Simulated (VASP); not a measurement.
Consider the following.

```xyz
1
Lattice="0.0000 1.8950 1.8950 1.8950 0.0000 1.8950 1.8950 1.8950 0.0000" Properties=species:S:1:pos:R:3 pbc="T T T"
Pd     0.0000     0.0000     0.0000
```

Calculation: AM05 GGA, VASP's PBE PAW potentials (set 64) (plane waves; VASP). Numerical set-up: 520 eV cut-off, 16×16×16 Γ-centred mesh, first-order Methfessel-Paxton smearing of 0.10 eV, potentials Pd.

Q: Give the stress tensor in GPa (positive for a compressed cell).

A: 
```
14.82   0.00   0.00
 0.00  14.82   0.00
 0.00   0.00  14.82
```
The pressure is its mean diagonal, 14.82 GPa.

The compound is Pd in the fcc structure. This cell is one point of a volume scan, at 0.94 of the reference volume.
